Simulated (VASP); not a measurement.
Zn2Ga2O3, 14 atoms in the cell. The structure is hexagonal, space group P-6m2 (No. 187). The conventional cell has a = 3.213 Å, b = 3.213 Å, c = 11.549 Å, α = 90.00°, β = 90.00°, γ = 120.00°. Zn (site symmetry -6m2) is surrounded by 2 Ga at 2.49 Å. Zn (site symmetry -6m2) is surrounded by 3 O at 1.86 Å. Ga (site symmetry 3m) is surrounded by 3 O at 1.99 Å. Around O (site symmetry 3m) lie 3 Ga at 1.99 Å. Around O (site symmetry -6m2) lie 3 Zn at 1.86 Å. The cell was built by a generator and needn't be a form met in nature.

```yaml
Program: VASP 6.6.1
Task: single point
Functional: PBE
Potentials_or_basis: VASP PAW PBE potentials, release 64 (Zn, Ga_d, O)
Cutoff: 520 eV
k_mesh: 8 × 8 × 2
Occupations: gaussian, width 0.15 eV
Spin: no spin polarisation
Further_INCAR_settings: PREC = Normal; LREAL = Auto; ALGO = Fast; EDIFF = 1e-05; NBANDS = 81
```

Potentials or basis: VASP PAW PBE potentials, release 64 (Zn, Ga_d, O).

Launch:

```console
$ cat potpaw_PBE.64/Zn/POTCAR potpaw_PBE.64/Ga_d/POTCAR potpaw_PBE.64/O/POTCAR > POTCAR
$ mpirun -np 2 vasp_std > vasp.out
```

Hardware: 2 MPI ranks on Intel(R) Xeon(R) Platinum 8488C (Sapphire Rapids), on a shared host.

Question: Estimate the wall time of this run.

Answer: Run time: 3.8 min on 2 MPI ranks on Intel(R) Xeon(R) Platinum 8488C (Sapphire Rapids), with other jobs on the host, peak memory 0.55 GiB a rank. Counts: scf iterations 17, k points 50.
